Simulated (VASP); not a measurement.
# LiSi16 (a cell with a defect) in VASP: notebook, part 2 of 2

VASP 6.6.1.

### Step 3. Single point, PBE

Contents of INCAR:

```
SYSTEM = LiSi16
ALGO = Fast
EDIFF = 1E-6
ENCUT = 520
GGA = PE
ISIF = 2
ISMEAR = 0
LASPH = .TRUE.
LCHARG = .FALSE.
LREAL = Auto
LWAVE = .FALSE.
NBANDS = 48
NELECT = 66.0
NELM = 100
PREC = Accurate
SIGMA = 0.02
```

Contents of KPOINTS:

```
k-points
0
G
  2 2 2
  0 0 0
```

Contents of POSCAR:

```
LiSi16
1.0
    0.0000000000      5.4300000000      5.4300000000
    5.4300000000      0.0000000000      5.4300000000
    5.4300000000      5.4300000000      0.0000000000
Si Li
16 1
Direct
   -0.0005490651     -0.0002352355     -0.0001915261
    0.1222066499      0.1224722464      0.1225093459
   -0.0024353754     -0.0021880120      0.5017814931
    0.1222518291      0.1225205047      0.6316608156
   -0.0024344517      0.5017436690     -0.0021524226
    0.1222535941      0.6316177127      0.1225598613
   -0.0024062216      0.5017767914      0.5018162408
    0.1270475911      0.6239721605      0.6240076576
    0.5014724884     -0.0021798070     -0.0021451611
    0.6313081404      0.1225357655      0.1225733438
    0.5015027992     -0.0021491110      0.5018252604
    0.6237245130      0.1272814598      0.6240141549
    0.5015039482      0.5017869752     -0.0021131365
    0.6237253328      0.6239794977      0.1273142266
    0.4995872273      0.4998212871      0.4998540624
    0.6237513547      0.6240080119      0.6240439254
    0.2494234855      0.2497519237      1.2497977086
```

Potentials or basis: VASP PAW PBE potentials, release 64 (Si, Li_sv).

Started as:

```bash
$ cat potpaw_PBE.64/Si/POTCAR potpaw_PBE.64/Li_sv/POTCAR > POTCAR
$ mpirun -np 1 vasp_std > vasp.out
```

OUTCAR:

```text
SYSTEM = LiSi16
   EDIFF = 1E-6
   ENCUT = 520
   GGA = PE
   ISIF = 2
   ISMEAR = 0
   LASPH = .TRUE.
   LREAL = Auto
   NELECT = 66.0
   NELM = 100
   PREC = Accurate

 ion  position               nearest neighbor table
   1  0.999  1.000  1.000-  10 2.31   6 2.31   4 2.31   2 2.31
   2  0.122  0.122  0.123-   1 2.31   9 2.38   5 2.38   3 2.38  17 2.39
   3  0.998  0.998  0.502-   8 2.34  12 2.34   2 2.38   4 2.38  17 2.74
   4  0.122  0.123  0.632-   1 2.31  11 2.38   7 2.38   3 2.38  17 2.39
   5  0.998  0.502  0.998-   8 2.34  14 2.34   2 2.38   6 2.38  17 2.74
   6  0.122  0.632  0.123-   1 2.31  13 2.38   7 2.38   5 2.38  17 2.39
   7  0.998  0.502  0.502-   8 2.34  16 2.34   4 2.38   6 2.38  17 2.74
   8  0.127  0.624  0.624-  15 2.34   3 2.34   5 2.34   7 2.34
   9  0.501  0.998  0.998-  14 2.34  12 2.34   2 2.38  10 2.38  17 2.74
  10  0.631  0.123  0.123-   1 2.31  13 2.38  11 2.38   9 2.38  17 2.39
  11  0.502  0.998  0.502-  12 2.34  16 2.34   4 2.38  10 2.38  17 2.74
  12  0.624  0.127  0.624-  15 2.34   3 2.34   9 2.34  11 2.34
  13  0.502  0.502  0.998-  14 2.34  16 2.34   6 2.38  10 2.38  17 2.74
  14  0.624  0.624  0.127-  15 2.34   5 2.34   9 2.34  13 2.34
  15  0.500  0.500  0.500-   8 2.34  12 2.34  14 2.34  16 2.34
  16  0.624  0.624  0.624-  15 2.34   7 2.34  11 2.34  13 2.34
  17  0.249  0.250  0.250-   2 2.39   4 2.39   6 2.39  10 2.39   3 2.74   5 2.74   9 2.74   7 2.74
                            11 2.74  13 2.74

  LATTYP: Found a face centered cubic cell.
 ALAT       =    10.8600000000

  Lattice vectors:

 A1 = (   0.0000000000,   5.4300000000,   5.4300000000)
 A2 = (   5.4300000000,   0.0000000000,   5.4300000000)
 A3 = (   5.4300000000,   5.4300000000,   0.0000000000)

Analysis of symmetry for initial positions (statically):
=====================================================================
 Subroutine PRICEL returns:
 Original cell was already a primitive cell.

 Routine SETGRP: Setting up the symmetry group for a
 face centered cubic supercell.

 Subroutine GETGRP returns: Found  1 space group operations
 (whereof  1 operations were pure point group operations)
[... 158 lines left out ...]
   LEPSILON=     F    determine dielectric tensor
   LRPA    =     F    only Hartree local field effects (RPA)
 non-spin polarized calculation
 RMM-DIIS sequential band-by-band and
 Gauss-broadening in eV      SIGMA  =   0.02
  energy-cutoff  :      520.00
  volume of cell :      320.21
 maximum number of plane-waves:      8646
 NGX is ok and might be reduce to    60
   NGX = 29   NGY = 29   NGZ = 29

 number of electron      65.9999998 magnetization

 Free energy of the ion-electron system (eV)
  ---------------------------------------------------
  ext. energy  EPLUGINS =         0.00000000
  ---------------------------------------------------
  free energy    TOTEN  =       -93.51407430 eV

  energy without entropy =      -93.51407430  energy(sigma->0) =      -93.51407430

 E-fermi :   6.2196     XC(G=0):  -9.4409

 val. band max:        6.0413642553   @ k =   0.0000   0.0000   0.0000
 cond. band min:       6.6840288157   @ k =   0.0000   0.0000   0.0000
 fundamental gap:      0.6426645604
 Fermi energy:         6.2195681505

 k-point     1 :       0.0000    0.0000    0.0000
  band No.  band energies     occupation
      1     -40.3867      2.00000
      2      -5.9234      2.00000
      3      -3.6721      2.00000
      4      -3.6115      2.00000
      5      -3.6115      2.00000
      6      -3.6115      2.00000
[... 373 lines left out ...]
     44      10.3398      0.00000
     45      10.4064      0.00000
 [bands above 45 left out]

------------------------ aborting loop because EDIFF is reached ----------------------------------------

  FORCE on cell =-STRESS in cart. coord.  units (eV):
  Direction    XX          YY          ZZ          XY          YZ          ZX
  --------------------------------------------------------------------------------------
  -------------------------------------------------------------------------------------
  Total       -1.1467698     -1.1480839     -1.1480626     -0.0001543      0.0008390     -0.0002159
  in kB       -5.7379578     -5.7445330     -5.7444263     -0.0007721      0.0041979     -0.0010804
  external PRESSURE =      -5.7423057 kB  Pullay stress =       0.0000000 kB

 VOLUME and BASIS-vectors are now :
 -----------------------------------------------------------------------------
  energy-cutoff  :      520.00
  volume of cell :      320.21
      direct lattice vectors                 reciprocal lattice vectors
     0.000000000  5.430000000  5.430000000    -0.092081031  0.092081031  0.092081031
     5.430000000  0.000000000  5.430000000     0.092081031 -0.092081031  0.092081031
     5.430000000  5.430000000  0.000000000     0.092081031  0.092081031 -0.092081031

 POSITION                                       TOTAL-FORCE (eV/Angst)
 -----------------------------------------------------------------------------------
     10.85768     10.85598     10.85574         0.000933      0.002073      0.001974
      1.33025      1.32881      1.32861        -0.004165     -0.003557     -0.003428
      8.14279      8.14145     10.83490        -0.000076     -0.000793     -0.000433
      4.09520      4.09375      1.32911         0.003616      0.003323     -0.002734
      8.14278     10.83509      8.14125        -0.000049     -0.000511     -0.000555
      4.09518      1.32934      4.09352         0.003614     -0.002908      0.003536
[... 9 lines left out ...]
      6.77692      6.77553      6.77533        -0.000130     -0.000712     -0.001030
      2.71255      2.71077      2.71052         0.000119      0.001937      0.001843
 -----------------------------------------------------------------------------------
    total drift:                               -0.000820      0.002697      0.002486

  FREE ENERGIE OF THE ION-ELECTRON SYSTEM (eV)
  ---------------------------------------------------
  free  energy   TOTEN  =       -93.5140742993 eV

  energy  without entropy=      -93.5140742993  energy(sigma->0) =      -93.51407430
```

stdout:

```text
POSCAR found type information on POSCAR SiLi
 POSCAR found :  2 types and      17 ions
 scaLAPACK will be used
 LDA part: xc-table for (Slater+PW92), standard interpolation
 POSCAR, INCAR and KPOINTS ok, starting setup
 FFT: planning ... GRIDC
 FFT: planning ... GRID_SOFT
 FFT: planning ... GRID
 WAVECAR not read
 entering main loop
 the old and the new charge density differ
 old charge density:    67.00000 new   66.00000
    0.142E+01
WARNING in EDDRMM: call to ZHEGV failed, returncode =   6  3     24
WARNING in EDDRMM: call to ZHEGV failed, returncode =   6  3      8
WARNING in EDDRMM: call to ZHEGV failed, returncode =   6  3     16
WARNING in EDDRMM: call to ZHEGV failed, returncode =   8  4     30
```

It took 6.3 min on 1 thread of Intel Xeon Platinum 8259CL at 2.50GHz (Skylake/Cascade Lake), shared host; peak memory 0.48 GiB.

Results:

- Free energy: -93.5141 eV
- Largest force: 0.006 eV/Å
- Band gap on the k mesh: 0.64 eV, direct

Forces on the atoms (eV/Å):
```
Si   0.001  0.002  0.002
Si  -0.004 -0.004 -0.003
Si   0.000 -0.001  0.000
Si   0.004  0.003 -0.003
Si   0.000 -0.001 -0.001
Si   0.004 -0.003  0.004
Si  -0.001  0.000  0.000
Si   0.002 -0.002 -0.002
Si   0.000  0.000 -0.001
Si  -0.003  0.003  0.004
Si   0.000 -0.002  0.000
Si  -0.002  0.001 -0.001
Si   0.000  0.000 -0.002
Si  -0.002 -0.001  0.001
Si   0.001  0.001  0.002
Si   0.000 -0.001 -0.001
Li   0.000  0.002  0.002
```

Caveat: the k mesh is coarse (spacing up to 0.50 Å⁻¹), so the values aren't converged; the cell carries a net charge on a neutralising background, which shifts energy and pressure; the cell is charged against a uniform background, so pressure and absolute levels hang on convention; the cutoff is under 1.25 times the usual one of these potentials, so pressure, stress and relaxed cells hold a basis-set (Pulay) error.
